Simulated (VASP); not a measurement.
Consider the following.

```
CELL_PARAMETERS angstrom
      2.68510     0.00000     0.00000
     -1.34255     2.32536     0.00000
      0.00000     0.00000     8.44289
ATOMIC_POSITIONS crystal
  Cr 0.00000 0.00000 0.00000
  Cr 0.00000 0.00000 0.50000
  Al 0.33333 0.66667 0.25000
  Al 0.66667 0.33333 0.75000
```

Computed with PBE GGA, VASP's PBE PAW potentials (set 64) (plane waves; VASP 6.6.1). Settings: 400 eV cut-off, 15×15×4 Γ-centred mesh, tetrahedra with Blöchl corrections, potentials Cr_pv Al.

The cores are frozen, which limits the accuracy of field gradients.

Task: Give the principal components of the electric field gradient (V/Å²) and the asymmetry η at each nucleus.

Result: 
```csv
atom,Vxx,Vyy,Vzz,η
Cr1,-29.0,-29.0,57.9,0.00
Cr2,-29.0,-29.0,57.9,0.00
Al3,14.3,14.3,-28.5,0.00
Al4,14.3,14.3,-28.5,0.00
```

The structure was generated: CrAl was put into the NiAs type type (P6_3/mmc), which need not be its known phase. It was relaxed first, which changed the volume by -38 %. The run is not spin-polarised, so no magnetic state was tried.
